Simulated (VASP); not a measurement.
A run of VASP 6.6.1 is set up as follows.

The input INCAR:

```
  PREC = Accurate
  ENCUT = 600
  EDIFF = 1E-7
  ISMEAR = -1
  SIGMA = 0.1
  LREAL = False
  LASPH = True
  NELM = 100
  ALGO = Normal
  ISIF = 3
  LWAVE = False
  LCHARG = False
  GGA = CA
  IBRION = 2
  NSW = 80
  EDIFFG = -0.01
```

The input KPOINTS:

```
Automatic mesh
0
Gamma
  6 6 6
```

The input POSCAR:

```
CaPd
1.0
    3.5056900000      0.0000000000      0.0000000000
    0.0000000000      3.5056900000      0.0000000000
    0.0000000000      0.0000000000      3.5056900000
Ca Pd
1 1
Direct
    0.0000000000      0.0000000000      0.0000000000
    0.5000000000      0.5000000000      0.5000000000
```

Potentials or basis: VASP PAW LDA potentials, release 64 (Ca_sv, Pd).

Run with:

```bash
$ cat potpaw_LDA.64/Ca_sv/POTCAR potpaw_LDA.64/Pd/POTCAR > POTCAR
$ mpirun -np 1 vasp_std > vasp.out
```

Q: Estimate the band gap on the k mesh.

A: None (metal or under the smearing width).

Q: What does it give for the relaxed cell?

A: a = 3.427 Å, b = 3.427 Å, c = 3.427 Å, α = 90.00°, β = 90.00°, γ = 90.00°.

Q: What does it give for the relaxed volume?

A: 20.12 Å³/atom.

Q: Predict the space group after relaxing (to 0.05 Å).

A: Pm-3m (No. 221).

The path:
```csv
step,energy change (eV),largest force (eV/Å),pressure (GPa),volume (Å³)
1,0.0000,0.0000,-4.23,43.08
2,-0.0378,0.0000,1.13,39.64
3,-0.0399,0.0000,0.01,40.24
```
